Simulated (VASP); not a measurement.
Input:

```yaml
crystal:
  lattice:
    - [0.00000, 3.35527, 3.35527]
    - [3.35527, 0.00000, 3.35527]
    - [3.35527, 3.35527, 0.00000]
  atoms:
    - { symbol: Sr, position: [0.00000, 0.00000, 0.00000] }
    - { symbol: Te, position: [0.50000, 0.50000, 0.50000] }
```

Calculation: r2SCAN meta-GGA with spin-orbit coupling, VASP's PBE PAW potentials (set 64) (plane waves; VASP 6.6.1). Numerical set-up: 400 eV cut-off, 6×6×6 Γ-centred mesh, Gaussian smearing of 0.050 eV, potentials Sr_sv Te.

Task: Estimate the energy per atom (σ→0), band gap (over mesh and band path) with the smallest direct gap where there is one.

Result: 
```json
{
 "band gap (over mesh and band path)": "1.88 eV",
 "smallest direct gap (over mesh and band path)": "2.66 eV",
 "energy per atom (σ→0)": "-22.379 eV/atom"
}
```

Total energies compare only between runs with the same potentials, cut-off and functional.

The compound is SrTe in the rock salt structure. It was relaxed first.
